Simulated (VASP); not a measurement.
Method: PBEsol GGA, VASP's PBE PAW potentials (set 64) (plane waves; VASP 6.6.1).

The input files of a VASP run:

**INCAR**
```
LCHARG=.FALSE.
LWAVE=.FALSE.
ISMEAR=0
LASPH=.TRUE.
NELM=100
SYSTEM=HfC
SIGMA=0.2
LREAL=.FALSE.
PREC=Accurate
LMAXMIX=6
EDIFF=1E-6   # SCF stop (eV)
GGA=PS
ENCUT=400
ISIF=2   # forces and stress, cell fixed
ALGO=Normal
```

File POSCAR:
```
HfC
3.2769310
  0.0000000000   0.7071067410   0.7071067410
  0.7071067410   0.0000000000   0.7071067410
  0.7071067410   0.7071067410   0.0000000000
Hf C
1 1
direct
  0.0089030000  -0.0236650000   0.0027300000
  0.4910970000   0.5236650000   0.4972700000
```

**KPOINTS**
```
Automatic mesh
0
Gamma
12 12 12
0 0 0
```

POTCAR, in this order: Hf_pv C (PBE.64 set). Program: vasp_std.

At this cut-off the stress carries a Pulay error, which pulls relaxed volumes low. Unless said otherwise, spin-orbit coupling is left out, though it shifts the bands of the heavy elements here.

Problem. What does the run give for the energy per atom (σ→0), pressure, largest force, band gap (on the k-mesh)?

Solution. 
```yaml
energy per atom (σ→0): -11.065 eV/atom
band gap (on the k-mesh): none (metal, semimetal or under 0.01 eV)
pressure: -4.06 GPa
largest_force: 0.958 eV/Å
```

**OSZICAR**
```
...
DAV:   7    -0.221476789977E+02    0.69189E-01   -0.58318E-01 22612   0.591E+00    0.236E+01
DAV:   8    -0.221366047636E+02    0.11074E-01   -0.49251E-02 22442   0.209E+00    0.476E+00
DAV:   9    -0.221319236601E+02    0.46811E-02   -0.22172E-02 21923   0.900E-01    0.186E+00
DAV:  10    -0.221316501513E+02    0.27351E-03   -0.96679E-04 22871   0.256E-01    0.345E-01
DAV:  11    -0.221316450883E+02    0.50630E-05   -0.12535E-04 22596   0.855E-02    0.307E-02
DAV:  12    -0.221316436056E+02    0.14827E-05   -0.53154E-06 22429   0.195E-02    0.500E-02
DAV:  13    -0.221316433341E+02    0.27149E-06   -0.23849E-07 11333   0.524E-03
   1 F= -.22131643E+02 E0= -.22129026E+02  d E =-.523431E-02
```

The structure comes from a computed database's HfC entry; how it stands against other phases isn't given here. The cell was not relaxed at this level, atoms are displaced from their ideal sites.
